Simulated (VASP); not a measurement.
```yaml
crystal:
  lattice:
    - [-1.51180, 1.51180, 1.51180]
    - [1.51180, -1.51180, 1.51180]
    - [1.51180, 1.51180, -1.51180]
  atoms:
    - { symbol: Rh, position: [0.00000, 0.00000, 0.00000] }
```

The numbers are results of PBEsol GGA, VASP's PBE PAW potentials (set 64) (plane waves; VASP), not measurements. Settings: 400 eV cut-off, Gaussian smearing of 0.050 eV, potentials Rh_pv.

Q: Give the energies of bands 4 to 9 at the high-symmetry points, in eV from the Fermi level.

A: 
```csv
band,Γ,H,N,P
4,-7.83,-5.94,-5.95,-3.80
5,-2.96,-5.94,-4.51,-3.80
6,-2.96,1.14,-0.50,-3.80
7,-2.96,1.14,-0.08,-0.01
8,-0.44,1.14,1.26,-0.01
9,-0.44,9.47,1.67,9.59
```

It has no gap at this level: it comes out as a metal or semimetal.

The structure was generated: Rh was put into the bcc type (Im-3m), which need not be its known phase. It was relaxed first.
